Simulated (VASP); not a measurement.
```xyz
5
Lattice="4.0437 0.0000 0.0000 0.0000 4.0437 0.0000 0.0000 0.0000 4.1950" Properties=species:S:1:pos:R:3 pbc="T T T"
Ba     0.0000     0.0000     0.0222
Ti     2.0218     2.0218     2.1999
O      2.0218     2.0218     4.0577
O      0.0000     2.0218     2.0283
O      2.0218     0.0000     2.0283
```

These are AM05 GGA, VASP's PBE PAW potentials (set 64) (plane waves; VASP) values and carry that method's errors. Run with 520 eV cut-off, 6×6×6 Γ-centred mesh, Gaussian smearing of 0.050 eV, potentials Ba_sv Ti_sv O.

Problem. The ions and cell shape at fixed volume are relaxed. What does this cell relax into?

Solution. 
```xyz
5
Lattice="3.9712 0.0000 0.0000 0.0000 3.9712 0.0000 0.0000 0.0000 4.3495" Properties=species:S:1:pos:R:3 pbc="T T T"
Ba     0.0000     0.0000     0.0930
Ti     1.9856     1.9856     2.3343
O      1.9856     1.9856     4.1227
O      0.0000     1.9856     2.0836
O      1.9856     3.9712     2.0836
```
Space group P4mm (99), at a tolerance of 0.03 Å.

Problem. How much energy does the relaxation gain?

Solution. The energy (σ→0) changes by -9.5 meV/atom, in 16 ionic steps.

```csv
step,E(σ→0) (eV),max force (eV/Å),pressure (GPa),volume (Å³)
1,-40.6926,0.654,-8.56,68.59
2,-40.7121,0.111,-7.11,68.59
3,-40.7122,0.115,-6.98,68.59
4,-40.7235,0.115,-6.36,68.59
5,-40.7323,0.291,-4.25,68.59
6,-40.7335,0.221,-4.81,68.59
7,-40.7346,0.291,-5.36,68.59
8,-40.7358,0.137,-5.14,68.59
9,-40.7383,0.094,-5.04,68.59
10,-40.7386,0.089,-4.99,68.59
11,-40.7395,0.040,-4.84,68.59
12,-40.7398,0.025,-4.72,68.59
13,-40.7397,0.111,-4.77,68.59
14,-40.7399,0.035,-4.74,68.59
15,-40.7400,0.019,-4.63,68.59
16,-40.7400,0.006,-4.53,68.59
```

The compound is BaTiO3 in the tetragonal perovskite structure. This cell is one point of a volume scan, at 1.06 of the reference volume. Symmetry was kept, so distortions that lower it aren't found.
